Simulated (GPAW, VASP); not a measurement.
This is a calculation of BiTe for VASP 6.6.1. The cell comes from a database or a generator and needn't be the stable form of this composition.

INCAR

```
PREC = Accurate
ENCUT = 500
EDIFF = 1E-6
ISMEAR = 0
SIGMA = 0.02
LREAL = False
LASPH = True
NELM = 100
ALGO = Normal
ISIF = 2
LWAVE = False
LCHARG = False
GGA = PS
```

File KPOINTS:

```
regular mesh
0
Gamma
  7 7 7
```

POSCAR

```
BiTe
1.0
    2.4227077728      1.3987509848      3.3172919545
   -2.4227077728      1.3987509848      3.3172919545
    0.0000000000     -2.7975019696      3.3172919545
Bi Te
1 1
Cartesian
    0.0000000000      0.0000000000      4.9759379318
    0.0000000000      0.0000000000      0.0000000000
```

Potentials or basis: VASP PAW PBE potentials, release 64 (Bi, Te).

Launch:

```bash
$ cat potpaw_PBE.64/Bi/POTCAR potpaw_PBE.64/Te/POTCAR > POTCAR
$ mpirun -np 1 vasp_std > vasp.out
```

**Question.** Translate it to GPAW 26.7.0 (ASE script). Potentials or basis there: PAW data sets generated for this functional, cutoff 600 eV.

**Answer.** As run (cutoffs and basis follow the program's own potentials, and thresholds, step limits or extra output files can differ):

Contents of run.py:

```python
from ase.dft.bandgap import bandgap
from ase.io import read, write
from ase.units import GPa
from gpaw import GPAW, PW, setup_paths

setup_paths.insert(0, '.')

atoms = read('POSCAR')

calc = GPAW(mode=PW(600),
            xc='PBEsol',
            kpts={'size': (7, 7, 7), 'gamma': True},
            occupations={'name': 'methfessel-paxton', 'order': 0, 'width': 0.02},
            nbands=20,
            convergence={'density': 1e-05, 'energy': 1e-05},
            maxiter=150,
            txt='gpaw.txt')
atoms.calc = calc
energy = atoms.get_potential_energy()
forces = atoms.get_forces()
stress = atoms.get_stress()
calc.write('gs.gpw')
write('result.traj', atoms)
print(f'Energy: {energy:.6f} eV')
print('Forces (eV/A):')
print(forces.round(4))
print('Stress (GPa):', (stress / GPa).round(3))
print('Fermi level:', round(calc.get_fermi_level(), 4), 'eV')
print(f'Gap: {bandgap(calc)[0]:.4f} eV, direct: {bandgap(calc, direct=True)[0]:.4f} eV')
```

File POSCAR:

```
BiTe
1.0
    2.4227077728      1.3987509848      3.3172919545
   -2.4227077728      1.3987509848      3.3172919545
    0.0000000000     -2.7975019696      3.3172919545
Bi Te
1 1
Direct
    0.5000000000      0.5000000000      0.5000000000
    0.0000000000      0.0000000000      0.0000000000
```

Potentials or basis: PAW data sets generated in the run's folder for this functional, pw.

The run is started by

```console
$ gpaw-setup -f PBEsol Bi Te
$ OMP_NUM_THREADS=1 python run.py
```

Both were run:

|  | VASP | GPAW |
| --- | --- | --- |
| Pressure | -2.3 GPa | -2.5 GPa |

The potentials hold 11 and 21 valence electrons a cell.

VASP's potentials were made for PBE.

Pressure is positive in compression.
